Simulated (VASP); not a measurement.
A run of VASP 6.6.1:

File INCAR:

```
  PREC = Accurate
  ENCUT = 520
  EDIFF = 1E-7
  ISMEAR = -1
  SIGMA = 0.05
  LREAL = F
  LASPH = T
  NELM = 100
  ALGO = Normal
  ISIF = 2
  LWAVE = F
  LCHARG = T
  GGA = PE
  LELF = T
  LVHAR = T
  NBANDS = 24
```

KPOINTS

```
regular mesh
0
Gamma
  5 5 5
```

POSCAR

```
YMg6Si
1.0
    5.0829700000      0.0000000000      0.0000000000
    0.0000000000      3.0313705000      5.8408860000
    0.0000000000     -3.0313705000      5.8408860000
Y Si Mg
1 1 6
Direct
    0.4957270000      0.1846010000      0.1709300000
    0.4931770000      0.6569630000      0.6699790000
    0.0021960000      0.8182100000      0.8312260000
   -0.0014880000      0.3296800000      0.3545630000
    0.0115670000      0.3297280000      0.8248650000
   -0.0075290000      0.8335240000      0.3232820000
    0.4910450000      0.1730450000      0.6777420000
    0.4928340000      0.6717570000      0.1695720000
```

Potentials or basis: VASP PAW PBE potentials, release 64 (Y_sv, Si, Mg).

Launch:

```bash
$ cat potpaw_PBE.64/Y_sv/POTCAR potpaw_PBE.64/Si/POTCAR potpaw_PBE.64/Mg/POTCAR > POTCAR
$ mpirun -np 1 vasp_std > vasp.out
```

Hardware: 1 thread of AMD EPYC 9R45 96-Core Processor (Zen 5), with other jobs on the host.

**Question.** How long does it take, and how much memory?

**Answer.** Wall time 3.2 min on 1 thread of AMD EPYC 9R45 96-Core Processor (Zen 5), on a shared host, peak memory 0.49 GiB. Counts: scf iterations 14, k points 63.
